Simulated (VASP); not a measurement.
Input of a VASP 6.6.1 run:

POSCAR

```
Be12HCl
1.0
    4.5800000000      0.0000000000      0.0000000000
    2.2900000000      3.9663960000      0.0000000000
    0.0000000000      0.0000000000     14.5884300000
Be Cl H
12 1 1
Direct
    0.0000000000      0.0000000000      0.0685474722
    0.5000000000      0.0000000000      0.0685474722
   -0.0000002521      0.5000005042      0.0685474722
    0.4999997479      0.5000005042      0.0685474722
   -0.1552560720      0.3266693492      0.1964707648
    0.3331108926      0.3598480838      0.1878543476
   -0.1883102534      0.8553104632      0.1921454193
    0.3245983973      0.8470914150      0.1924881567
   -0.0028303118     -0.0173961450      0.3228585941
    0.4516952126      0.0325484394      0.3261351633
   -0.0076127734      0.4863609181      0.3198287958
    0.4953780846      0.5101608614      0.3118155963
    0.6546172154      0.7236039972      0.5898167246
    0.4831616753      0.6084364748      0.5499426600
```

INCAR.step1

```
SYSTEM = Be12HCl
PREC = Accurate ; ENCUT = 520
ISMEAR = -1 ; SIGMA = 0.1
LREAL = .False. ; LASPH = .True.
NELM = 100 ; NBANDS = 29
GGA = PE ; ALGO = Normal
EDIFF = 1E-4 ; LWAVE = .True.
LCHARG = .False.
```

INCAR.step2

```
SYSTEM = Be12HCl
PREC = Accurate ; ENCUT = 520
EDIFF = 1E-6 ; ISMEAR = -1
SIGMA = 0.1 ; LREAL = .False.
LASPH = .True. ; NELM = 100
ALGO = Normal ; ISIF = 2
LWAVE = .False. ; LCHARG = .False.
METAGGA = R2SCAN ; LMIXTAU = .True.
NBANDS = 29 ; ISTART = 1
```

Contents of KPOINTS:

```
Automatic mesh
0
Gamma
  3 3 1
  0 0 0
```

Potentials or basis: VASP PAW PBE potentials, release 64 (Be, Cl, H).

Launch:

```sh
$ cat potpaw_PBE.64/Be/POTCAR potpaw_PBE.64/Cl/POTCAR potpaw_PBE.64/H/POTCAR > POTCAR
$ cp INCAR.step1 INCAR
$ mpirun -np 1 vasp_std > vasp.out
$ cp INCAR.step2 INCAR
$ mpirun -np 1 vasp_std > vasp.out
```

What does it give for the band gap on the k mesh?

None (metal or under the smearing width).

Predict the largest force.

1.251 eV/Å.

Forces on the atoms (eV/Å):
```
Be  -0.089  0.004 -0.044
Be  -0.067  0.053 -0.223
Be  -0.146  0.092 -0.159
Be   0.238  0.056 -0.250
Be  -0.194  0.393 -0.429
Be  -0.579 -0.357  0.626
Be   0.266 -0.349  0.459
Be   0.116 -0.013  0.055
Be  -0.147  0.475 -0.176
Be   0.836 -0.853 -0.373
Be   0.142  0.771  0.029
Be  -0.376 -0.272  0.498
Cl  -0.115 -0.040 -0.060
H    0.115  0.040  0.046
```

Caveat: the k mesh is coarse (spacing up to 0.53 Å⁻¹), so the values aren't converged; the PAW data sets were made with another functional, which shifts forces and pressure a little.
